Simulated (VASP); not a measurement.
```
CELL_PARAMETERS angstrom
     -2.44748     2.44748     2.44748
      2.44748    -2.44748     2.44748
      2.44748     2.44748    -2.44748
ATOMIC_POSITIONS crystal
  Ba 0.00000 0.00000 0.00000
```

The numbers are results of PBEsol GGA, VASP's PBE PAW potentials (set 64) (plane waves; VASP 6.6.1), not measurements. Run with 400 eV cut-off, 10×10×10 Γ-centred mesh, first-order Methfessel-Paxton smearing of 0.10 eV, potentials Ba_sv.

Unless said otherwise, spin-orbit coupling is left out, though it shifts the bands of the heavy elements here.

What does the run give for the energy per atom (σ→0), band gap (on the k-mesh) with the smallest direct gap where there is one?

The band gap (on the k-mesh) is none (metal, semimetal or under 0.01 eV) and the energy per atom (σ→0) is -2.147 eV/atom.

Only differences to runs with the same potentials and settings are physical.

The compound is Ba in the bcc structure. It was relaxed first, which changed the volume by -7 %. The start is the result of an earlier pass.
